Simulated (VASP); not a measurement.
All values below come from PBE GGA, VASP's PBE PAW potentials (set 64) (plane waves; VASP).

The input files of a VASP run:

**INCAR**
```
SYSTEM  =  Pt16Cl
PREC  =  Normal; ENCUT  =  400; LREAL  =  F
LASPH  =  T
EDIFF  =  1E-6; NELM  =  100; NELMIN  =  4
ALGO  =  Normal; LMAXMIX  =  6
ISMEAR  =  1; SIGMA  =  0.1
GGA  =  PE
LWAVE  =  F; LCHARG  =  F; LORBIT  =  11
LVHAR  =  T
DIPOL  =  0.5 0.5 0.5
LDIPOL  =  T; IDIPOL  =  3
```

### KPOINTS
```
Automatic mesh
0
Gamma
5 5 1
0 0 0
```

POSCAR:
```
Pt16Cl
1
    5.6097938055     0.0000000000     0.0000000000
    0.0000000000     5.6097938055     0.0000000000
    0.0000000000     0.0000000000    20.1169541758
Pt Cl
16 1
Direct
  0.2500000000   0.2500000000   0.3529303226
  0.7500000000   0.2500000000   0.3551536543
  0.2500000000   0.7500000000   0.3551536543
  0.7500000000   0.7500000000   0.3546817873
  0.9997960294   0.9997960294   0.4503672113
  0.5002039706   0.9997960294   0.4503672113
  0.9997960294   0.5002039706   0.4503672113
  0.5002039706   0.5002039706   0.4503672113
  0.2500000000   0.2500000000   0.5475007951
  0.7500000000   0.2500000000   0.5464866702
  0.2500000000   0.7500000000   0.5464866702
  0.7500000000   0.7500000000   0.5510508221
  0.9949009871   0.9949009871   0.6453243113
  0.5050990129   0.9949009871   0.6453243113
  0.9949009871   0.5050990129   0.6453243113
  0.5050990129   0.5050990129   0.6453243113
  0.2500000000   0.2500000000   0.7275075332
```

POTCAR, in this order: Pt Cl (PBE.64 set). Program: vasp_std. Read from the step before: WAVECAR.

What VASP printed:

File OSZICAR:
```
       N       E                     dE             d eps       ncg     rms          rms(c)
DAV:   1    -0.933903802919E+02   -0.93390E+02   -0.12913E-02  1636   0.534E-01    0.936E-01
DAV:   2    -0.946924761651E+02   -0.13021E+01   -0.28005E+00  1728   0.772E+00    0.115E+01
DAV:   3    -0.933805598584E+02    0.13119E+01   -0.19349E+00  1880   0.682E+00    0.449E-01
DAV:   4    -0.933833871563E+02   -0.28273E-02   -0.27736E-02  1312   0.537E-01    0.280E-01
DAV:   5    -0.933829207596E+02    0.46640E-03   -0.21964E-03  1440   0.211E-01    0.894E-02
DAV:   6    -0.933828868119E+02    0.33948E-04   -0.42123E-04  1388   0.100E-01    0.406E-02
DAV:   7    -0.933828858890E+02    0.92287E-06   -0.60241E-05  1364   0.368E-02    0.319E-02
DAV:   8    -0.933828836408E+02    0.22483E-05   -0.17084E-05  1328   0.201E-02    0.185E-02
DAV:   9    -0.933828826224E+02    0.10184E-05   -0.93154E-06  1112   0.163E-02    0.135E-02
DAV:  10    -0.933828845753E+02   -0.19529E-05   -0.38592E-06   904   0.111E-02    0.148E-02
DAV:  11    -0.933828837220E+02    0.85333E-06   -0.25491E-06   744   0.855E-03
   1 F= -.93382884E+02 E0= -.93380760E+02  d E =-.637184E-02
```

File OUTCAR:
```
------------------------ aborting loop because EDIFF is reached ----------------------------------------
  FORCE on cell =-STRESS in cart. coord.  units (eV):
  Direction    XX          YY          ZZ          XY          YZ          ZX
  --------------------------------------------------------------------------------------
  Total       -9.4775417     -9.4775417     -0.1440488      0.0000000      0.0000000      0.0000000
  in kB      -23.9855822    -23.9855822     -0.3645561      0.0000000      0.0000000      0.0000000
  external PRESSURE =     -16.1119068 kB  Pullay stress =       0.0000000 kB
  volume of cell :      633.08
      direct lattice vectors                 reciprocal lattice vectors
     5.609793805  0.000000000  0.000000000     0.178259671  0.000000000  0.000000000
     0.000000000  5.609793805  0.000000000     0.000000000  0.178259671  0.000000000
     0.000000000  0.000000000 20.116954176     0.000000000  0.000000000  0.049709314
 POSITION                                       TOTAL-FORCE (eV/Angst)
 -----------------------------------------------------------------------------------
      1.40245      1.40245      7.09988         0.000000      0.000000      0.022769
      4.20735      1.40245      7.14461         0.000000      0.000000     -0.006470
      1.40245      4.20735      7.14461         0.000000      0.000000     -0.006470
      4.20735      4.20735      7.13512         0.000000      0.000000      0.001513
      5.60865      5.60865      9.06002         0.001370      0.001370     -0.010505
      2.80604      5.60865      9.06002        -0.001370      0.001370     -0.010505
      5.60865      2.80604      9.06002         0.001370     -0.001370     -0.010505
      2.80604      2.80604      9.06002        -0.001370     -0.001370     -0.010505
      1.40245      1.40245     11.01405         0.000000      0.000000      0.004031
      4.20735      1.40245     10.99365         0.000000      0.000000      0.011128
      1.40245      4.20735     10.99365         0.000000      0.000000      0.011128
      4.20735      4.20735     11.08546         0.000000      0.000000     -0.014064
      5.58119      5.58119     12.98196        -0.001380     -0.001380      0.002891
      2.83350      5.58119     12.98196         0.001380     -0.001380      0.002891
      5.58119      2.83350     12.98196        -0.001380      0.001380      0.002891
      2.83350      2.83350     12.98196         0.001380      0.001380      0.002891
      1.40245      1.40245     14.63524         0.000000      0.000000      0.006890
 -----------------------------------------------------------------------------------
    total drift:                                0.000000     -0.000000      0.008998
  FREE ENERGIE OF THE ION-ELECTRON SYSTEM (eV)
  ---------------------------------------------------
  free  energy   TOTEN  =       -93.3828837220 eV

  energy  without entropy=      -93.3765118823  energy(sigma->0) =      -93.38075978

 total charge

# of ion       s       p       d       tot
------------------------------------------
    1        0.617   0.381   8.044   9.042
    2        0.619   0.405   8.029   9.054
    3        0.619   0.405   8.029   9.054
    4        0.617   0.400   8.033   9.051
    5        0.622   0.586   8.015   9.223
    6        0.622   0.586   8.015   9.223
    7        0.622   0.586   8.015   9.223
    8        0.622   0.586   8.015   9.223
    9        0.611   0.557   8.039   9.207
   10        0.619   0.572   8.027   9.218
   11        0.619   0.572   8.027   9.218
   12        0.633   0.612   7.981   9.226
   13        0.590   0.429   8.073   9.092
   14        0.590   0.429   8.073   9.092
   15        0.590   0.429   8.073   9.092
   16        0.590   0.429   8.073   9.092
   17        1.607   3.373   0.000   4.980
--------------------------------------------------
tot         11.410  11.338 128.563 151.310
```
(Selected blocks of OUTCAR.)

The cell is a thin slab with vacuum, built from Pt (fcc): (100) face, Cl adsorbed.
